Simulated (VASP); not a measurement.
Computed with PBE GGA, VASP's PBE PAW potentials (set 64) (plane waves; VASP).

VASP input:

KPOINTS:
```
kpoints
0
G
1 1 1
0 0 0
```

INCAR:
```
SYSTEM  =  Mg31NO31
PREC  =  Normal; ENCUT  =  400; LREAL  =  Auto
LASPH  =  T; ISYM  =  0; NELECT  =  252.0
EDIFF  =  1E-5; NELM  =  100; NELMIN  =  4
ALGO  =  Fast
ISMEAR  =  0; SIGMA  =  0.05
GGA  =  PE
IBRION  =  2; NSW  =  70; ISIF  =  2
EDIFFG  =  -0.03
LWAVE  =  F; LCHARG  =  F
```

File POSCAR:
```
Mg31NO31
1.0
  8.4869590160   0.0000000000   0.0000000000
  0.0000000000   8.4869590160   0.0000000000
  0.0000000000   0.0000000000   8.4869590160
Mg O N
31 31 1
Cartesian
  4.2434795080   0.0000000000   0.0000000000
  6.3653295925   2.0786005413  -0.0233391373
  6.3652192620   0.0000000000   2.1217397540
  0.0000000000   0.0000000000   0.0000000000
  2.1629778879   2.0847620736   0.0023593746
  6.3629447570   6.3516995363   0.0340581665
  2.1217397540   0.0000000000   2.1217397540
  4.2655880362   2.1129727253   2.1627063052
  6.3578101468   4.2570246946   2.1240482069
  4.2434795080   0.0000000000   4.2434795080
  6.3652192620   2.1217397540   4.2434795080
  6.3652192620   0.0000000000   6.3652192620
  0.0000000000   4.2434795080   0.0000000000
  2.1131594384   6.3599912952   0.0277099212
  0.0000000000   2.1217397540   2.1217397540
  2.1596085651   4.2209551188   2.1192955098
  4.2594774257   6.3217999797   2.1073373845
  0.0000000000   0.0000000000   4.2434795080
  2.1217397540   2.1217397540   4.2434795080
  4.2434795080   4.2434795080   4.2434795080
  6.3652192620   6.3652192620   4.2434795080
  2.1217397540   0.0000000000   6.3652192620
  4.2434795080   2.1217397540   6.3652192620
  6.3652192620   4.2434795080   6.3652192620
  0.0000000000   6.3652192620   2.1217397540
  0.0000000000   4.2434795080   4.2434795080
  2.1217397540   6.3652192620   4.2434795080
  0.0000000000   2.1217397540   6.3652192620
  2.1217397540   4.2434795080   6.3652192620
  4.2434795080   6.3652192620   6.3652192620
  0.0000000000   6.3652192620   6.3652192620
  6.3652192620   2.1217397540   2.1217397540
  0.0000000000   4.2434795080   2.1217397540
  0.0000000000   2.1217397540   4.2434795080
  2.1217397540   2.1217397540   2.1217397540
  6.3652192620   6.3652192620   2.1217397540
  0.0000000000   0.0000000000   2.1217397540
  4.2434795080   2.1217397540   4.2434795080
  6.3652192620   4.2434795080   4.2434795080
  0.0000000000   6.3652192620   4.2434795080
  6.3652192620   2.1217397540   6.3652192620
  0.0000000000   4.2434795080   6.3652192620
  0.0000000000   2.1217397540   0.0000000000
  2.1217397540   6.3652192620   2.1217397540
  4.2434795080   0.0000000000   2.1217397540
  2.1217397540   4.2434795080   4.2434795080
  4.2434795080   6.3652192620   4.2434795080
  6.3652192620   0.0000000000   4.2434795080
  2.1217397540   2.1217397540   6.3652192620
  4.2434795080   4.2434795080   6.3652192620
  6.3652192620   6.3652192620   6.3652192620
  0.0000000000   0.0000000000   6.3652192620
  4.2847261288   2.0912545972  -0.0058899496
  6.3818452147   4.2745078302   0.0050073058
  0.0000000000   6.3652192620   0.0000000000
  2.1217397540   0.0000000000   4.2434795080
  2.1217397540   6.3652192620   6.3652192620
  4.2434795080   0.0000000000   6.3652192620
  2.0737544877   4.2204543882  -0.0224564936
  4.2608692870   6.3220121536  -0.0140289433
  6.3652192620   0.0000000000   0.0000000000
  2.1217397540   0.0000000000   0.0000000000
  4.2687197241   4.2605128347   2.1184892487
```

POTCAR, in this order: Mg O N (PBE.64 set). Program: vasp_gam.

The resulting files:

File OUTCAR:
```
 ion  position               nearest neighbor table
   1  0.500  0.000  0.000-  53 2.09  45 2.12  58 2.12  61 2.12  62 2.12  60 2.17   5 2.95   2 2.97
                             3 3.00   7 3.00  12 3.00  22 3.00  23 3.00  30 3.00   6 3.01  14 3.01
   2  0.750  0.245  0.997-  61 2.08  53 2.08  41 2.10  43 2.12  32 2.15  54 2.20  12 2.95   4 2.97
                             1 2.97  28 2.98  23 2.98   3 2.99  24 3.01  15 3.02  13 3.03   8 3.03
   3  0.750  0.000  0.250-  32 2.12  36 2.12  37 2.12  45 2.12  48 2.12  61 2.12   8 2.98   6 2.99
                             2 2.99  21 3.00  25 3.00   1 3.00   4 3.00  10 3.00  11 3.00  15 3.00
   4  0.000  0.000  0.000-  37 2.12  43 2.12  52 2.12  55 2.12  61 2.12  62 2.12   2 2.97  14 3.00
                            28 3.00  31 3.00   7 3.00  12 3.00   3 3.00  15 3.00  22 3.00  25 3.00
   5  0.255  0.246  0.000-  62 2.09  35 2.12  53 2.12  49 2.12  59 2.14  43 2.16   1 2.95   7 2.97
                            23 2.97  22 2.98   4 3.00  16 3.01   8 3.01  15 3.03  29 3.03  28 3.03
   6  0.750  0.748  0.004-  54 2.08  36 2.09  60 2.10  55 2.12  61 2.14  51 2.16  17 2.95   9 2.96
                            25 2.98   3 2.99  13 2.99   1 3.01   4 3.01  24 3.02  30 3.02  31 3.03
   7  0.250  0.000  0.250-  35 2.12  37 2.12  44 2.12  45 2.12  56 2.12  62 2.12   5 2.97  14 2.98
                            25 3.00  27 3.00   1 3.00  10 3.00   4 3.00  15 3.00  18 3.00  19 3.00
   8  0.503  0.249  0.255-  38 2.08  32 2.10  45 2.11  35 2.14  63 2.15  53 2.17  11 2.96  10 2.97
                            20 2.98   3 2.98  16 2.98  19 2.99   9 3.00   7 3.01   5 3.01   1 3.02
   9  0.749  0.502  0.250-  63 2.09  36 2.11  54 2.12  39 2.12  33 2.13  32 2.14  17 2.94   6 2.96
                            21 2.99  20 2.99   8 3.00  25 3.00  26 3.00  13 3.01  11 3.01  15 3.02
  10  0.500  0.000  0.500-  38 2.12  45 2.12  47 2.12  48 2.12  56 2.12  58 2.12   8 2.97  22 3.00
                            23 3.00  27 3.00  30 3.00   7 3.00   3 3.00  11 3.00  12 3.00  19 3.00
  11  0.750  0.250  0.500-  32 2.12  34 2.12  38 2.12  39 2.12  41 2.12  48 2.12   8 2.96  23 3.00
                            24 3.00  26 3.00  28 3.00   3 3.00  10 3.00  12 3.00  15 3.00  18 3.00
  12  0.750  0.000  0.750-  41 2.12  48 2.12  51 2.12  52 2.12  58 2.12  61 2.12   2 2.95  23 3.00
                            28 3.00  30 3.00  31 3.00   1 3.00   4 3.00  10 3.00  11 3.00  18 3.00
  13  0.000  0.500  0.000-  59 2.07  54 2.11  43 2.12  33 2.12  55 2.12  42 2.12  14 2.99   6 2.99
                            15 3.00  24 3.00  25 3.00  28 3.00  29 3.00  31 3.00   9 3.01  16 3.03
  14  0.249  0.749  0.003-  44 2.09  55 2.11  62 2.13  59 2.14  60 2.15  57 2.15  25 2.97   7 2.98
                            17 2.99  13 2.99  16 2.99   4 3.00   1 3.01  31 3.01  29 3.02  22 3.02
  15  0.000  0.250  0.250-  32 2.12  33 2.12  34 2.12  35 2.12  37 2.12  43 2.12  19 3.00  26 3.00
                             3 3.00   4 3.00   7 3.00  11 3.00  13 3.00  18 3.00  16 3.01   9 3.02
  16  0.254  0.497  0.250-  35 2.10  63 2.11  46 2.12  59 2.14  44 2.14  33 2.16  17 2.97  20 2.98
                             8 2.98  19 2.99  14 2.99   5 3.01  15 3.01  27 3.02  13 3.03  26 3.03
  17  0.502  0.745  0.248-  63 2.06  36 2.11  60 2.12  47 2.14  44 2.14  45 2.17   9 2.94   6 2.95
                            16 2.97  20 2.98  14 2.99  21 3.00   3 3.02   1 3.02  27 3.02  10 3.04
  18  0.000  0.000  0.500-  34 2.12  37 2.12  40 2.12  48 2.12  52 2.12  56 2.12  21 3.00  22 3.00
                            25 3.00  27 3.00  28 3.00  31 3.00   3 3.00   7 3.00  11 3.00  12 3.00
  19  0.250  0.250  0.500-  34 2.12  35 2.12  38 2.12  46 2.12  49 2.12  56 2.12  16 2.99   8 2.99
                            23 3.00  26 3.00  28 3.00  29 3.00  10 3.00  15 3.00   7 3.00  18 3.00
  20  0.500  0.500  0.500-  38 2.12  39 2.12  46 2.12  47 2.12  50 2.12  63 2.13  16 2.98   8 2.98
...
```

OSZICAR:
```
...
RMM:   3    -0.372564195921E+03    0.13916E+01   -0.41735E-01   318   0.119E+00    0.186E+00
RMM:   4    -0.372551413159E+03    0.12783E-01   -0.66683E-02   317   0.514E-01    0.565E-01
RMM:   5    -0.372549992038E+03    0.14211E-02   -0.18280E-02   319   0.270E-01    0.435E-01
RMM:   6    -0.372548416804E+03    0.15752E-02   -0.10606E-02   319   0.184E-01    0.347E-01
RMM:   7    -0.372547396035E+03    0.10208E-02   -0.28660E-03   316   0.108E-01    0.163E-01
RMM:   8    -0.372547304617E+03    0.91418E-04   -0.61832E-04   315   0.545E-02    0.568E-02
RMM:   9    -0.372547315619E+03   -0.11002E-04   -0.20027E-04   299   0.299E-02    0.375E-02
RMM:  10    -0.372547317406E+03   -0.17865E-05   -0.43713E-05   236   0.138E-02
   3 F= -.37254732E+03 E0= -.37251710E+03  d E =-.834048E+00
       N       E                     dE             d eps       ncg     rms          rms(c)
DAV:   1    -0.372550938922E+03   -0.36233E-02   -0.10094E+00   344   0.270E+00    0.466E-01
RMM:   2    -0.372605575053E+03   -0.54636E-01   -0.38886E-02   316   0.404E-01    0.244E+00
RMM:   3    -0.372549610948E+03    0.55964E-01   -0.13342E-02   316   0.200E-01    0.154E-01
RMM:   4    -0.372550628659E+03   -0.10177E-02   -0.24104E-03   321   0.891E-02    0.793E-02
RMM:   5    -0.372550664795E+03   -0.36136E-04   -0.29148E-04   296   0.360E-02    0.710E-02
RMM:   6    -0.372550590506E+03    0.74289E-04   -0.18442E-04   296   0.268E-02    0.293E-02
RMM:   7    -0.372550584928E+03    0.55783E-05   -0.67660E-05   272   0.162E-02
   4 F= -.37255058E+03 E0= -.37252014E+03  d E =-.837315E+00
       N       E                     dE             d eps       ncg     rms          rms(c)
DAV:   1    -0.372585544392E+03   -0.34954E-01   -0.14521E+01   360   0.108E+01    0.639E-01
RMM:   2    -0.372618573140E+03   -0.33029E-01   -0.28438E-01   316   0.142E+00    0.135E+00
RMM:   3    -0.372611374102E+03    0.71990E-02   -0.20220E-02   316   0.386E-01    0.721E-01
RMM:   4    -0.372608866276E+03    0.25078E-02   -0.53233E-03   316   0.175E-01    0.407E-01
RMM:   5    -0.372607258139E+03    0.16081E-02   -0.14802E-03   316   0.928E-02    0.160E-01
RMM:   6    -0.372606642885E+03    0.61525E-03   -0.19079E-03   316   0.957E-02    0.839E-02
RMM:   7    -0.372606541108E+03    0.10178E-03   -0.51128E-04   316   0.501E-02    0.583E-02
RMM:   8    -0.372606527221E+03    0.13887E-04   -0.66914E-05   283   0.189E-02    0.329E-02
RMM:   9    -0.372606525972E+03    0.12481E-05   -0.17521E-05   197   0.978E-03
   5 F= -.37260653E+03 E0= -.37257542E+03  d E =-.559410E-01
       N       E                     dE             d eps       ncg     rms          rms(c)
DAV:   1    -0.372608185283E+03   -0.16581E-02   -0.56451E+00   360   0.675E+00    0.400E-01
RMM:   2    -0.372620005741E+03   -0.11820E-01   -0.11000E-01   316   0.887E-01    0.717E-01
RMM:   3    -0.372618733433E+03    0.12723E-02   -0.77176E-03   316   0.239E-01    0.531E-01
RMM:   4    -0.372617186127E+03    0.15473E-02   -0.20645E-03   316   0.108E-01    0.262E-01
RMM:   5    -0.372616589357E+03    0.59677E-03   -0.58355E-04   316   0.592E-02    0.980E-02
RMM:   6    -0.372616354113E+03    0.23524E-03   -0.76813E-04   316   0.609E-02    0.484E-02
RMM:   7    -0.372616318343E+03    0.35770E-04   -0.18369E-04   306   0.303E-02    0.255E-02
RMM:   8    -0.372616319671E+03   -0.13279E-05   -0.21973E-05   203   0.107E-02
   6 F= -.37261632E+03 E0= -.37258479E+03  d E =-.657347E-01
       N       E                     dE             d eps       ncg     rms          rms(c)
DAV:   1    -0.372622084473E+03   -0.57661E-02   -0.31083E+00   360   0.503E+00    0.638E-01
RMM:   2    -0.372753707282E+03   -0.13162E+00   -0.11402E-01   316   0.751E-01    0.496E+00
RMM:   3    -0.372615385253E+03    0.13832E+00   -0.28502E-02   319   0.336E-01    0.419E-01
RMM:   4    -0.372624248954E+03   -0.88637E-02   -0.45078E-03   318   0.162E-01    0.167E-01
RMM:   5    -0.372624636460E+03   -0.38751E-03   -0.87606E-04   317   0.708E-02    0.111E-01
RMM:   6    -0.372624461934E+03    0.17453E-03   -0.43410E-04   316   0.463E-02    0.467E-02
RMM:   7    -0.372624435206E+03    0.26728E-04   -0.18320E-04   302   0.283E-02    0.239E-02
RMM:   8    -0.372624436453E+03   -0.12465E-05   -0.28775E-05   207   0.115E-02
   7 F= -.37262444E+03 E0= -.37259304E+03  d E =-.811678E-02
       N       E                     dE             d eps       ncg     rms          rms(c)
DAV:   1    -0.372624604806E+03   -0.16960E-03   -0.10395E+00   360   0.291E+00    0.374E-01
RMM:   2    -0.372669082702E+03   -0.44478E-01   -0.36887E-02   316   0.432E-01    0.295E+00
RMM:   3    -0.372621460963E+03    0.47622E-01   -0.97952E-03   319   0.201E-01    0.243E-01
RMM:   4    -0.372625307387E+03   -0.38464E-02   -0.15664E-03   318   0.994E-02    0.997E-02
RMM:   5    -0.372625449959E+03   -0.14257E-03   -0.28255E-04   307   0.412E-02    0.583E-02
RMM:   6    -0.372625403459E+03    0.46500E-04   -0.14223E-04   299   0.270E-02    0.269E-02
RMM:   7    -0.372625397214E+03    0.62442E-05   -0.52884E-05   274   0.154E-02
   8 F= -.37262540E+03 E0= -.37259406E+03  d E =-.907754E-02
       N       E                     dE             d eps       ncg     rms          rms(c)
DAV:   1    -0.372625414905E+03   -0.11446E-04   -0.17525E-02   384   0.378E-01    0.501E-02
RMM:   2    -0.372626112916E+03   -0.69801E-03   -0.61432E-04   316   0.563E-02    0.322E-01
RMM:   3    -0.372625376258E+03    0.73666E-03   -0.15444E-04   270   0.253E-02    0.257E-02
RMM:   4    -0.372625428039E+03   -0.51781E-04   -0.30464E-05   203   0.122E-02    0.128E-02
RMM:   5    -0.372625428248E+03   -0.20970E-06   -0.40477E-06   173   0.471E-03
   9 F= -.37262543E+03 E0= -.37259409E+03  d E =-.910858E-02
       N       E                     dE             d eps       ncg     rms          rms(c)
DAV:   1    -0.372626171695E+03   -0.74366E-03   -0.51980E-01   332   0.205E+00    0.133E-01
RMM:   2    -0.372627418074E+03   -0.12464E-02   -0.97924E-03   316   0.264E-01    0.280E-01
RMM:   3    -0.372627075498E+03    0.34258E-03   -0.70443E-04   316   0.722E-02    0.163E-01
RMM:   4    -0.372626949954E+03    0.12554E-03   -0.19603E-04   307   0.323E-02    0.729E-02
RMM:   5    -0.372626904926E+03    0.45028E-04   -0.58745E-05   277   0.182E-02    0.327E-02
RMM:   6    -0.372626892807E+03    0.12120E-04   -0.66592E-05   286   0.181E-02    0.156E-02
RMM:   7    -0.372626892305E+03    0.50120E-06   -0.11748E-05   189   0.793E-03
  10 F= -.37262689E+03 E0= -.37259567E+03  d E =-.146406E-02
       N       E                     dE             d eps       ncg     rms          rms(c)
DAV:   1    -0.372626705379E+03    0.18743E-03   -0.39407E-01   332   0.178E+00    0.116E-01
RMM:   2    -0.372627603252E+03   -0.89787E-03   -0.73901E-03   316   0.230E-01    0.225E-01
RMM:   3    -0.372627407970E+03    0.19528E-03   -0.52992E-04   316   0.625E-02    0.147E-01
RMM:   4    -0.372627301452E+03    0.10652E-03   -0.14989E-04   297   0.279E-02    0.657E-02
RMM:   5    -0.372627267434E+03    0.34018E-04   -0.45376E-05   248   0.160E-02    0.288E-02
RMM:   6    -0.372627259907E+03    0.75263E-05   -0.49475E-05   269   0.157E-02
  11 F= -.37262726E+03 E0= -.37259614E+03  d E =-.183166E-02
       N       E                     dE             d eps       ncg     rms          rms(c)
DAV:   1    -0.372627305755E+03   -0.38321E-04   -0.33076E-01   340   0.164E+00    0.119E-01
RMM:   2    -0.372628864470E+03   -0.15587E-02   -0.65723E-03   316   0.213E-01    0.418E-01
RMM:   3    -0.372627768557E+03    0.10959E-02   -0.58596E-04   316   0.629E-02    0.106E-01
RMM:   4    -0.372627813001E+03   -0.44444E-04   -0.14530E-04   297   0.295E-02    0.578E-02
RMM:   5    -0.372627785476E+03    0.27525E-04   -0.41767E-05   239   0.155E-02    0.253E-02
RMM:   6    -0.372627780473E+03    0.50031E-05   -0.41967E-05   263   0.149E-02
  12 F= -.37262778E+03 E0= -.37259675E+03  d E =-.520566E-03
```

### OUTCAR
```
------------------------ aborting loop because EDIFF is reached ----------------------------------------
  FORCE on cell =-STRESS in cart. coord.  units (eV):
  Direction    XX          YY          ZZ          XY          YZ          ZX
  --------------------------------------------------------------------------------------
  Total      -22.3740319    -22.3672794    -24.3450260     -0.0040072      0.0265182     -0.0020994
  in kB      -58.6406155    -58.6229179    -63.8064394     -0.0105025      0.0695021     -0.0055022
  external PRESSURE =     -60.3566576 kB  Pullay stress =       0.0000000 kB
  volume of cell :      611.30
      direct lattice vectors                 reciprocal lattice vectors
     8.486959016  0.000000000  0.000000000     0.117827834  0.000000000  0.000000000
     0.000000000  8.486959016  0.000000000     0.000000000  0.117827834  0.000000000
     0.000000000  0.000000000  8.486959016     0.000000000  0.000000000  0.117827834
  FREE ENERGIE OF THE ION-ELECTRON SYSTEM (eV)
  ---------------------------------------------------
  free  energy   TOTEN  =      -372.6277804733 eV

  energy  without entropy=     -372.5657157124  energy(sigma->0) =     -372.59674809

 reached required accuracy - stopping structural energy minimisation
```
(Selected blocks of OUTCAR.)

CONTCAR:
```
Mg31NO31
   1.00000000000000
     8.4869590160000001    0.0000000000000000    0.0000000000000000
     0.0000000000000000    8.4869590160000001    0.0000000000000000
     0.0000000000000000    0.0000000000000000    8.4869590160000001
  Mg              O               N
    31    31     1
Direct
     0.5002844719133381    0.9994732736891336    0.0011208809067976
     0.7450300727262400    0.2548106661830816    0.0004593693022483
     0.7507028361139476    0.9995308107333246    0.2492802348066628
     0.0002598646500732    0.9996338714688489    0.9996015284016597
     0.2555442674278159    0.2547817497473474    0.0003356428704655
     0.7449746433947335    0.7443169269889767    0.0004555663832628
     0.2500084332438440    0.9994805434360567    0.2491870382986658
     0.5003411650269823    0.2451972285792223    0.2446524318643033
     0.7547510459354747    0.4995850323810127    0.2447647011567853
     0.5002629866248736    0.9996740444444154    0.4997750356468291
     0.7501182119846405    0.2498677539412424    0.5002043929619970
     0.7494618771332127    0.9996426694418825    0.7512062498954541
     0.0003191104939984    0.4995863754122235    0.0010628831328062
     0.2555035533202983    0.7442917143446974    0.0003864752402803
     0.0004396405712317    0.2492842802170729    0.2492619539034985
     0.2459750177634280    0.4995812953952405    0.2447346580274974
     0.5003283655337752    0.7538994731001835    0.2448015285918082
     0.0003067918102984    0.9997442245804846    0.5007077655190711
     0.2505485352110311    0.2497592851008552    0.5001826833836879
     0.5002185926013011    0.4997014191427741    0.5078290913279253
     0.7500744541286779    0.7495423280292199    0.5002834046054883
     0.2509802438740247    0.9995914331218647    0.7511348499837920
     0.5002885595840998    0.2578426831405000    0.7579983048285902
     0.7419693667084712    0.4996083844040070    0.7579138210188114
     0.0003362185927212    0.7499467800664218    0.2491819243249072
     0.0002562123125776    0.4997103205552639    0.4997329633723988
     0.2503887741629822    0.7494980818253414    0.5002438040308914
     0.0002505336207468    0.2504324305659623    0.7511337726598707
     0.2584015593571843    0.4995150110784311    0.7578074112670631
     0.5001907569486211    0.7413962592420513    0.7579091390494243
     0.0001744790082441    0.7488929964133463    0.7511222379168945
     0.7511089777400719    0.2488541638745509    0.2498206866568080
     0.0003692113950233    0.4996003579326662    0.2524571704106949
     0.0003407424068965    0.2500055254986839    0.5004593104959038
     0.2496490962252099    0.2488371421062606    0.2497714873281497
     0.7510553023797177    0.7503345600302520    0.2498389907998625
     0.0003635188971882    0.9996050202606237    0.2508189599942864
     0.5003002626038104    0.2509790681583198    0.4966034938899168
     0.7489655731954942    0.4996836099457673    0.4966667021852114
     0.0002347447831459    0.7493863693509327    0.5004195591668764
     0.7491472197629112    0.2507528207058171    0.7502915585943951
     0.0002145306278091    0.4996467545263845    0.7483891462705363
     0.0003523874078551    0.2484523778318657    0.9998820380074318
     0.2495772482960018    0.7502987684839696    0.2498237188106194
     0.5003347391995902    0.9995530197941246    0.2524941201985520
     0.2515325312439462    0.4996074256777501    0.4966482066968608
     0.5002260410694450    0.7483557848788681    0.4967328785054254
     0.7500114563449745    0.9996899275851027    0.5004914112927138
     0.2513808354860030    0.2506634740152271    0.7501980430980055
     0.5001970571918901    0.4995996180110751    0.7383023722626696
     0.7491128710277727    0.7485715423923529    0.7503066202604203
     0.0002476327947227    0.9996541063734398    0.7495988240516606
     0.5002869829634741    0.2363959152738368    0.0013884467490501
     0.7632920736231400    0.4996244648198336    0.0014714522116583
     0.0002689796146917    0.7508435533959191    0.9998190694542642
     0.2505935701798445    0.9996708975567908    0.5004320399623881
     0.2512614705401780    0.7485091537768719    0.7502260890924731
     0.5002091022309035    0.9996015771852107    0.7483827890688537
     0.2373000302852638    0.4995620713674419    0.0013891546261480
     0.5002659373916822    0.7626146528866462    0.0014691013459496
     0.7515607992757503    0.9996628017776633    0.9999251407302008
     0.2490095728731496    0.9995317787902342    0.9998265517785424
     0.5003988591635664    0.4994433489650317    0.2443171213236439
```

At this cut-off the stress carries a Pulay error, which pulls relaxed volumes low. The cell is charged, with a uniform compensating background. The supercell is sampled at Γ alone, which is coarse: total energies, pressure and levels can be off, energies of defects by several tenths of an eV.

The cell is a supercell with a defect, built from MgO (rock salt): N_O-vac_Mg, charge +1. The run is not spin-polarised, so no state with unpaired spins was tried.
